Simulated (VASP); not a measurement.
Data:

```yaml
crystal:
  lattice:
    - [0.00000, 2.15856, 2.15856]
    - [2.15856, 0.00000, 2.15856]
    - [2.15856, 2.15856, 0.00000]
  atoms:
    - { symbol: Mg, position: [0.00000, 0.00000, 0.00000] }
    - { symbol: O, position: [0.50000, 0.50000, 0.50000] }
```

Computed with vdW-DF2, VASP's PBE PAW potentials (set 64) (plane waves; VASP). Run with 520 eV cut-off, 11×11×11 Γ-centred mesh, Gaussian smearing of 0.050 eV, potentials Mg O.

Problem. What does the run give for the energy per atom (σ→0), pressure, band gap (on the k-mesh) with the smallest direct gap where there is one?

Solution. 
The band gap (on the k-mesh) is 4.36 eV and the smallest direct gap (on the k-mesh) comes out as 4.36 eV. The energy per atom (σ→0) is -434.2 kJ/mol of atoms and the pressure comes out as -4.09 GPa.

Only differences to runs with the same potentials and settings are physical.

The compound is MgO in the rock salt structure. This cell is one point of a volume scan, at 1.03 of the reference volume.
